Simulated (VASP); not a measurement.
Here is the system:

```yaml
crystal:
  lattice:
    - [6.00518, 0.00000, 0.00000]
    - [0.00000, 6.00518, 0.00000]
    - [0.00000, 0.00000, 6.00518]
  atoms:
    - { symbol: Cs, position: [0.00000, 0.00000, 0.00000] }
    - { symbol: Pb, position: [0.50000, 0.50000, 0.50000] }
    - { symbol: Br, position: [0.50000, 0.00000, 0.50000] }
    - { symbol: Br, position: [0.00000, 0.50000, 0.50000] }
    - { symbol: Br, position: [0.50000, 0.50000, 0.00000] }
```

Calculation: PBE GGA, VASP's PBE PAW potentials (set 64) (plane waves; VASP 6.6.1). Run with 400 eV cut-off, 4×4×4 Γ-centred mesh, Gaussian smearing of 0.050 eV, potentials Cs_sv Pb_d Br.

Unless said otherwise, spin-orbit coupling is left out, though it shifts the bands of the heavy elements here.

Q: Estimate the energy per atom (σ→0), band gap (on the k-mesh) with the smallest direct gap where there is one.

A: 
```yaml
band gap (on the k-mesh): 1.78 eV
smallest direct gap (on the k-mesh): 1.78 eV
energy per atom (σ→0): -306.3 kJ/mol of atoms
```

Only differences to runs with the same potentials and settings are physical.

The compound is CsPbBr3 in the cubic perovskite structure, the ideal cubic form; the compound distorts at low or room temperature. It was relaxed first, which changed the volume by +7 %. The start is the result of an earlier pass.
